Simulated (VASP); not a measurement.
Given:

```xyz
1
Lattice="-1.4803 1.4803 1.4803 1.4803 -1.4803 1.4803 1.4803 1.4803 -1.4803" Properties=species:S:1:pos:R:3 pbc="T T T"
V      0.0000     0.0000     0.0000
```

These are vdW-DF-cx, VASP's PBE PAW potentials (set 64) (plane waves; VASP 6.6.1) values and carry that method's errors. Settings: 520 eV cut-off, 19×19×19 Γ-centred mesh, tetrahedra with Blöchl corrections, potentials V_sv.

Problem. Tabulate the total density of states (states/eV per cell) against energy (eV; zero at the valence-band maximum or, without a gap, the Fermi level).

Solution. 
```
E (eV) | DOS (states/eV)
    -9.98 |  0.00
    -9.74 |  0.00
    -9.50 |  0.00
    -9.26 |  0.00
    -9.02 |  0.00
    -8.90 |  0.00
    -8.66 |  0.00
    -8.42 |  0.00
    -8.18 |  0.00
    -7.94 |  0.00
    -7.70 |  0.00
    -7.46 |  0.00
    -7.22 |  0.00
    -6.98 |  0.00
    -6.74 |  0.00
    -6.62 |  0.01
    -6.38 |  0.03
    -6.14 |  0.05
    -5.90 | # 0.06
    -5.66 | # 0.07
    -5.42 | # 0.09
    -5.18 | # 0.10
    -4.94 | # 0.11
    -4.70 | # 0.13
    -4.46 | # 0.15
    -4.34 | # 0.16
    -4.10 | ## 0.18
    -3.86 | ## 0.22
    -3.62 | ### 0.27
    -3.38 | #### 0.42
    -3.14 | ######## 0.82
    -2.90 | ######### 0.98
    -2.66 | ########### 1.13
    -2.42 | ############## 1.54
    -2.18 | ############ 1.32
    -2.06 | ######### 1.01
    -1.82 | ######## 0.82
    -1.58 | ##### 0.50
    -1.34 | ############# 1.40
    -1.10 | ###################### 2.41
    -0.86 | ################ 1.76
    -0.62 | ################ 1.72
    -0.38 | ################ 1.72
    -0.14 | ##################### 2.27
     0.10 | ############### 1.59
     0.22 | ############# 1.37
     0.46 | ###### 0.59
     0.70 | #### 0.47
     0.94 | ##### 0.48
     1.18 | ##### 0.54
     1.42 | ###### 0.68
     1.66 | ########### 1.16
     1.90 | ############## 1.48
     2.14 | ################## 1.95
     2.38 | ################### 2.09
     2.50 | ###################### 2.37
     2.74 | ###################### 2.39
     2.98 | ############################## 3.22
     3.22 | ############### 1.62
     3.46 | ############ 1.27
```
Within 2 eV below the Fermi level the largest weight inside VASP's projection spheres is V d.

The compound is V in the bcc structure. It was relaxed first, which changed the volume by -7 %. The run is not spin-polarised, so no magnetic state was tried.
